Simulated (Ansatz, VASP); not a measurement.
## One calculation of SrMg, two programs

Contents of INCAR:

```
SYSTEM = SrMg
  PREC = Accurate
  ENCUT = 520
  EDIFF = 1E-8
  ISMEAR = -1
  SIGMA = 0.05
  LREAL = .FALSE.
  LASPH = .TRUE.
  NELM = 100
  ALGO = Normal
  ISIF = 2
  LWAVE = .FALSE.
  LCHARG = .FALSE.
  LEFG = .TRUE.
  NBANDS = 13
```

The input KPOINTS:

```
Automatic mesh
0
G
  9 9 9
  0 0 0
```

Contents of POSCAR:

```
SrMg
1.0
    3.8869564243      0.0000000000      0.0000000000
    0.0000000000      3.8869564243      0.0000000000
    0.0000000000      0.0000000000      3.8869564243
Sr Mg
1 1
Direct
    0.5000000000      0.5000000000      0.5000000000
    0.0000000000      0.0000000000      0.0000000000
```

Input for Ansatz:

```yaml
crystal:
  lattice:
    - [3.8869564243, 0.0, 0.0]
    - [0.0, 3.8869564243, 0.0]
    - [0.0, 0.0, 3.8869564243]
  atoms:
    - { symbol: Sr, position: [0.5, 0.5, 0.5] }
    - { symbol: Mg, position: [0.0, 0.0, 0.0] }
kpoints:
  mp_grid: { grid: [9, 9, 9] }
scf:
  occupations: { method: fermi_dirac, width: 0.05 }
hamiltonian:
  xc: lda
  pseudopotentials: { kind: all_electron, datasets: crystal }
output:
  forces: true
  stress: true
  eigenvalues: true
  efg: { contact_densities: true }
```

Change from the starting cell: volume scaled by 0.99, crystal datasets.

Alike in both runs: task electric field gradients; functional LDA; k mesh 9 × 9 × 9; occupations fermi-dirac, width 0.05 eV; no spin polarisation.

```csv
,VASP,Ansatz
version,VASP 6.6.1,Ansatz 0.2.0
potentials or method,"VASP PAW LDA potentials, release 64 (Sr_sv, Mg)","all-electron PAW with datasets made for the crystal, scalar-relativistic"
plane-wave cutoff (eV),520,see its input
```

Ansatz gave:

* pressure (GPa): 3.8
* Vzz of the field gradient on the site that differs most (V/Å²): 0.0

Task: Estimate VASP's values.

Result: Pressure (GPa): 3.6; Vzz of the field gradient on the site that differs most (V/Å²): 0.0.

Ansatz ran all-electron here, so the differences hold the error of VASP's frozen core and of both bases. Ansatz warned: «gradients_without_spin_orbit».
